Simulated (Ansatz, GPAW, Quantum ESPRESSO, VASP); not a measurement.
## One structure in several programs: SrCaI4 (P1, 6 atoms in the cell)

Self-consistent single point, at a second geometry (lattice scaled by 0.98). First geometry:

```
CELL_PARAMETERS angstrom
      7.28074     0.00000     0.00000
      0.00000     4.66211     0.00000
     -0.03196     0.00000     8.10929
ATOMIC_POSITIONS crystal
  Sr 0.00132 0.00308 0.99831
  Ca 0.00124 0.50009 0.49820
  I  0.23815 0.99865 0.34718
  I  0.76100 0.00304 0.65275
  I  0.24960 0.50046 0.82449
  I  0.74868 0.49467 0.17907
```

Shared settings, as Ansatz (an electronic-structure program) writes them: kpoints.mp_grid.grid = 2 3 2; scf.occupations.method = fixed. Potentials and cutoffs stand in the table.

| code | model | ΔF from the first geometry (meV/atom) | pressure (GPa) | largest force (eV/Å) | gap on the mesh (eV) | cutoff |
|---|---|---|---|---|---|---|
| Quantum ESPRESSO | PBEsol, PseudoDojo standard norm-conserving (PBESOL) pseudopotentials | -5.4 | 0.32 | 0.179 | 3.599 | 70 Ry |
| VASP | PBEsol, VASP's PBE PAW potentials (set 64) | -3.6 | 0.40 | 0.199 | 3.586 | 300 eV |
| Ansatz | PBEsol, PAW files made with PBE | -5.1 | 0.34 | 0.181 | 3.601 | default |
| GPAW | PBEsol, GPAW PAW datasets PBEsol (made by gpaw-setup) | -3.5 | 0.45 | 0.202 | 3.612 | 600 eV |

Size of the force on each atom (eV/Å): Sizes of forces hide their directions.

```json
[
 {"code": "Quantum ESPRESSO", "Sr1": "0.143", "Ca2": "0.079", "I3": "0.179", "I4": "0.114", "I5": "0.130", "I6": "0.074"},
 {"code": "VASP", "Sr1": "0.145", "Ca2": "0.080", "I3": "0.199", "I4": "0.134", "I5": "0.148", "I6": "0.082"},
 {"code": "Ansatz", "Sr1": "0.144", "Ca2": "0.079", "I3": "0.181", "I4": "0.116", "I5": "0.131", "I6": "0.074"},
 {"code": "GPAW", "Sr1": "0.147", "Ca2": "0.080", "I3": "0.202", "I4": "0.136", "I5": "0.149", "I6": "0.083"}
]
```

Gaps are read on the mesh.

On Ansatz's run: spin-orbit coupling is off.

The spread over the programs that give each value: ΔF from the first geometry within 1.9 meV/atom; pressure within 0.13 GPa; largest force within 0.023 eV/Å; gap on the mesh within 0.026 eV.

Ansatz's pressure is given at a fixed set of plane waves, as the other plane-wave codes print theirs.

VASP's run is marked for a possible Pulay error in its stress at this cutoff; no cutoff test was made.

VASP ran the fixed occupations as a Gaussian smearing of 0.01 eV.

The starting cell comes from a database of computed structures (which also holds hypothetical and non-ambient phases and stackings), without a prior relaxation at this level. Its atoms were displaced at random from the sites of space group no. 10. For this run, on top of that: lattice scaled by 0.98.

Left out of this page: ABINIT, CP2K, Elk and SIESTA (not drawn, or without a comparable value).

Keys are those of Ansatz 0.2.
